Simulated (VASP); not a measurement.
Runs of VASP 6.6.1 on Zr3MoC. Symmetry: Pm-3m, No. 221, cubic system. The conventional cell has a = 4.943 Å, b = 4.943 Å, c = 4.943 Å, α = 90.00°, β = 90.00°, γ = 90.00°. Zr (site symmetry 4/mmm) has 2 Mo at 2.47 Å as nearest neighbours. Mo (site symmetry m-3m) has 6 Zr at 2.47 Å as nearest neighbours. C (site symmetry m-3m) has 12 Zr at 3.49 Å as nearest neighbours. The cell was built by a generator and needn't be a form met in nature.

```csv
task,level,potentials or basis,cell,k mesh,cutoff (eV),smearing,gap on the mesh (eV),pressure (GPa),relaxed volume (Å³/atom)
band structure,PBE,"VASP PAW PBE potentials, release 64 (Zr_sv, Mo_sv, C_s)",as given,5 × 5 × 5,900,fermi-dirac 0.05 eV,-,1.0,-
relaxation of cell and atoms,RPBE,"VASP PAW PBE potentials, release 64 (Zr_sv, Mo_sv, C)",relaxed,5 × 5 × 5,600,fermi-dirac 0.05 eV,none,0.0,25.03
electron localisation function,LAK,"VASP PAW PBE potentials, release 64 (Zr_sv, Mo, C)",as given,6 × 6 × 6,500,tetrahedron,none,(a),-
relaxation of cell and atoms,PBE+D3(BJ),"VASP PAW PBE potentials, release 64 (Zr_sv, Mo_sv, C)",relaxed,5 × 5 × 5,600,fermi-dirac 0.05 eV,none,0.0,23.53
band structure,PBE,"VASP PAW PBE potentials, release 64 (Zr_sv, Mo_sv, C_h)",as given,5 × 5 × 5,900,fermi-dirac 0.05 eV,-,1.0,-
```

Alike in all rows: no spin polarisation.

Question: Estimate the missing entries.

Answer: (a) 2.3.

Caveats: the PAW data sets were made with another functional, which shifts forces and pressure a little (some runs); pairwise dispersion overbinds metals, which lowers pressure and volume (some runs); the cutoff is under 1.25 times the usual one of these potentials, so pressure, stress and relaxed cells hold a basis-set (Pulay) error (some runs).

A k mesh can miss the band edges, and the runs leave out spin-orbit coupling on Mo, Zr.

A gap of «none» marks a metal or a gap under the smearing width.

Not every run made on this cell is shown here.
